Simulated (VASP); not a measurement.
Calculation: revPBE GGA, VASP's PBE PAW potentials (set 64) (plane waves; VASP).

Input for VASP

**INCAR**
```
ALGO = Normal
EDIFF = 1E-7
ENCUT = 520
GGA = RE
ISIF = 2
ISMEAR = -5
LASPH = .TRUE.
LCHARG = .TRUE.
LEFG = .TRUE.
LORBIT = 11
LREAL = .FALSE.
LWAVE = .FALSE.
NEDOS = 601
NELM = 100
PREC = Accurate
SYSTEM = C
```

**KPOINTS**
```
Automatic mesh
0
Gamma
11 11 3
0 0 0
```

### POSCAR
```
C
19.0970030
  0.0648219073  -0.1122748107   0.0000000000
  0.0648219073   0.1122748107   0.0000000000
  0.0000000000   0.0000000000   0.4999999995
C
4
direct
  0.0000000000   0.0000000000   0.2500000000
  0.0000000000   0.0000000000   0.7500000000
  0.3333330000   0.6666670000   0.2500000000
  0.6666670000   0.3333330000   0.7500000000
```

POTCAR, in this order: C (PBE.64 set). Program: vasp_std.

Output

**OUTCAR**
```
 ion  position               nearest neighbor table
   1  0.000  0.000  0.250-   3 1.43   3 1.43   3 1.43
   2  0.000  0.000  0.750-   4 1.43   4 1.43   4 1.43
   3  0.333  0.667  0.250-   1 1.43   1 1.43   1 1.43
   4  0.667  0.333  0.750-   2 1.43   2 1.43   2 1.43
  LATTYP: Found a hexagonal cell.
 ALAT       =     2.4758078831
 C/A-ratio  =     3.8567214994
 Subroutine PRICEL returns:
 Original cell was already a primitive cell.
 Subroutine GETGRP returns: Found 24 space group operations
The static configuration has the point symmetry D_3d.
 The point group associated with its full space group is D_6h.
The dynamic configuration has the point symmetry D_3d.
 Subroutine INISYM returns: Found 24 space group operations
 Subroutine IBZKPT returns following result:
 Found     32 irreducible k-points:

 Following reciprocal coordinates:
            Coordinates               Weight
  0.000000  0.000000  0.000000      1.000000
  0.090909 -0.000000  0.000000      6.000000
  0.181818  0.000000  0.000000      6.000000
  0.272727  0.000000  0.000000      6.000000
  0.363636  0.000000  0.000000      6.000000
  0.454545  0.000000  0.000000      6.000000
  0.090909  0.090909  0.000000      6.000000
  0.181818  0.090909  0.000000     12.000000
  0.272727  0.090909  0.000000     12.000000
  0.363636  0.090909  0.000000     12.000000
  0.454545  0.090909  0.000000      6.000000
  0.181818  0.181818  0.000000      6.000000
  0.272727  0.181818  0.000000     12.000000
  0.363636  0.181818  0.000000     12.000000
  0.272727  0.272727  0.000000      6.000000
  0.363636  0.272727  0.000000      6.000000
  0.000000  0.000000  0.333333      2.000000
  0.090909 -0.000000  0.333333     12.000000
  0.181818  0.000000  0.333333     12.000000
  0.272727  0.000000  0.333333     12.000000
  0.363636  0.000000  0.333333     12.000000
  0.454545  0.000000  0.333333     12.000000
  0.090909  0.090909  0.333333     12.000000
  0.181818  0.090909  0.333333     24.000000
  0.272727  0.090909  0.333333     24.000000
  0.363636  0.090909  0.333333     24.000000
  0.454545  0.090909  0.333333     12.000000
  0.181818  0.181818  0.333333     12.000000
  0.272727  0.181818  0.333333     24.000000
  0.363636  0.181818  0.333333     24.000000
  0.272727  0.272727  0.333333     12.000000
  0.363636  0.272727  0.333333     12.000000
   k-points           NKPTS =     32   k-points in BZ     NKDIM =     32   number of bands    NBANDS=     12
   number of dos      NEDOS =    601   number of ions     NIONS =      4
   total plane-waves  NPLWV =  23328
   dimension x,y,z NGX =    18 NGY =   18 NGZ =   72
   dimension x,y,z NGXF=    36 NGYF=   36 NGZF=  144
   ions per type =               4
   PREC   = accura    normal or accurate (medium, high low for compatibility)
   ISTART =      0    job   : 0-new  1-cont  2-samecut
   ICHARG =      2    charge: 1-file 2-atom 10-const
   ISPIN  =      1    spin polarized calculation?
   LNONCOLLINEAR =      F non collinear calculations
   LSORBIT =      F    spin-orbit coupling
   INIWAV =      1    electr: 0-lowe 1-rand  2-diag
   ENCUT  =  520.0 eV  38.22 Ry    6.18 a.u.   4.60  4.60 17.75*2*pi/ulx,y,z
   NELM   =    100;   NELMIN=  2; NELMDL= -5     # of ELM steps
   EDIFF  = 0.1E-06   stopping-criterion for ELM
   LREAL  =      F    real-space projection
   NLSPLINE    = F    spline interpolate recip. space projectors
   LMAXMIX     =    2 max onsite mixed and CHGCAR
   VOSKOWN=      0    Vosko Wilk Nusair interpolation
   EDIFFG = 0.1E-05   stopping-criterion for IOM
   NSW    =      0    number of steps for IOM
   NBLOCK =      1;   KBLOCK =      1    inner block; outer block
...
```

### OSZICAR
```
       N       E                     dE             d eps       ncg     rms          rms(c)
DAV:   1     0.724865846770E+02    0.72487E+02   -0.78248E+03   768   0.118E+03
DAV:   2    -0.318417051989E+02   -0.10433E+03   -0.95165E+02  1096   0.236E+02
DAV:   3    -0.377100338825E+02   -0.58683E+01   -0.58224E+01   944   0.596E+01
DAV:   4    -0.378183237212E+02   -0.10829E+00   -0.10810E+00  1008   0.913E+00
DAV:   5    -0.378209729259E+02   -0.26492E-02   -0.26478E-02   956   0.138E+00    0.894E+00
DAV:   6    -0.361297490578E+02    0.16912E+01   -0.15218E+00   932   0.857E+00    0.531E+00
DAV:   7    -0.354950572751E+02    0.63469E+00   -0.20886E+00   900   0.997E+00    0.132E+00
DAV:   8    -0.355147269594E+02   -0.19670E-01   -0.62477E-02   860   0.181E+00    0.107E-01
DAV:   9    -0.355154103891E+02   -0.68343E-03   -0.15441E-03   992   0.328E-01    0.842E-02
DAV:  10    -0.355159112935E+02   -0.50090E-03   -0.17892E-03   836   0.398E-01    0.403E-02
DAV:  11    -0.355159081305E+02    0.31630E-05   -0.40107E-05   972   0.481E-02    0.884E-03
DAV:  12    -0.355159111061E+02   -0.29757E-05   -0.44672E-06   944   0.257E-02    0.577E-03
DAV:  13    -0.355159103587E+02    0.74744E-06   -0.85070E-07   992   0.693E-03    0.343E-04
DAV:  14    -0.355159103494E+02    0.93391E-08   -0.25888E-08   688   0.158E-03
   1 F= -.35515910E+02 E0= -.35515910E+02  d E =0.000000E+00
```

OUTCAR:
```
------------------------ aborting loop because EDIFF is reached ----------------------------------------
  FORCE on cell =-STRESS in cart. coord.  units (eV):
  Direction    XX          YY          ZZ          XY          YZ          ZX
  --------------------------------------------------------------------------------------
  Total       -0.0054510     -0.0054510      0.0314730      0.0000000      0.0000000      0.0000000
  in kB       -0.1723004     -0.1723004      0.9948304      0.0000000      0.0000000      0.0000000
  external PRESSURE =       0.2167432 kB  Pullay stress =       0.0000000 kB
  volume of cell :       50.69
      direct lattice vectors                 reciprocal lattice vectors
     1.237904159 -2.144112396  0.000000000     0.403908490 -0.233196730  0.000000000
     1.237904159  2.144112396  0.000000000     0.403908490  0.233196730  0.000000000
     0.000000000  0.000000000  9.548501491     0.000000000  0.000000000  0.104728475
 POSITION                                       TOTAL-FORCE (eV/Angst)
 -----------------------------------------------------------------------------------
      0.00000      0.00000      2.38713         0.000000      0.000000     -0.000000
      0.00000      0.00000      7.16138        -0.000000      0.000000      0.000000
      1.23790      0.71471      2.38713        -0.000000      0.000000     -0.000000
      1.23790     -0.71471      7.16138         0.000000      0.000000     -0.000000
 -----------------------------------------------------------------------------------
    total drift:                                0.000000     -0.000000      0.000000
  FREE ENERGIE OF THE ION-ELECTRON SYSTEM (eV)
  ---------------------------------------------------
  free  energy   TOTEN  =       -35.5159103494 eV

  energy  without entropy=      -35.5159103494  energy(sigma->0) =      -35.51591035

 total charge

# of ion       s       p       d       tot
------------------------------------------
    1        0.866   1.773   0.000   2.639
    2        0.866   1.773   0.000   2.639
    3        0.866   1.773   0.000   2.639
    4        0.866   1.773   0.000   2.639
--------------------------------------------------
tot          3.463   7.093   0.000  10.556

 Electric field gradients after diagonalization (V/A^2)
 (convention: |V_zz| > |V_xx| > |V_yy|)
----------------------------------------------------------------------
 ion       V_xx      V_yy      V_zz     asymmetry (V_yy - V_xx)/ V_zz
----------------------------------------------------------------------
   1     -14.678   -14.676    29.354       0.000
   2     -14.678   -14.676    29.354       0.000
   3     -14.672   -14.670    29.342       0.000
   4     -14.672   -14.670    29.342       0.000
```
(Selected blocks of OUTCAR.)

Without a dispersion term in the relaxation, distances and binding between the weakly bound layers, chains or molecules are unreliable, and so is what depends on them.

The compound is C in the graphite structure. It was relaxed first, which changed the volume by +44 %.
